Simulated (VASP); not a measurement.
Consider the following.

```
NbAs
1.0
   -1.71680     1.71680     5.84893
    1.71680    -1.71680     5.84893
    1.71680     1.71680    -5.84893
Nb As
2 2
Cartesian
  0.00000   0.00000   8.77012
  1.71680   0.00000   5.84566
  0.00000   0.00000   1.95682
  0.00000   1.71680   4.88128
```

Level of theory: PBE GGA, VASP's PBE PAW potentials (set 64) (plane waves; VASP 6.6.1). Numerical set-up: 300 eV cut-off, 10×10×10 Γ-centred mesh, Fermi-Dirac smearing of 0.14 eV, potentials Nb_sv As.

At this cut-off the stress carries a Pulay error, which pulls relaxed volumes low. Energy and stress use the plane-wave basis of the starting cell.

Q: The ions, cell shape and volume are relaxed. Which structure does the run end with?

A: 
```
NbAs
1.0
   -1.73554     1.73554     5.86816
    1.73554    -1.73554     5.86816
    1.73554     1.73554    -5.86816
Nb As
2 2
Cartesian
  0.00000   0.00000   8.79492
  1.73554   0.00000   5.86084
  1.73554   1.73554  -3.90088
  0.00000   1.73554   4.90136
```
Space group I4_1md (109), at a tolerance of 0.03 Å.

Q: How do energy and volume change from the first to the last step?

A: The energy (σ→0) changes by -6.4 meV/atom and the volume by +2.5 %, in 6 ionic steps.

The structure comes from a computed database's NbAs entry; how it stands against other phases isn't given here. This run relaxes it. Symmetry was kept, so distortions that lower it aren't found. The run is one of a series of settings (EDIFFG = -0.01, IBRION = 2, ISIF = 3, NSW = 50 against the base run), some of them coarse on purpose.
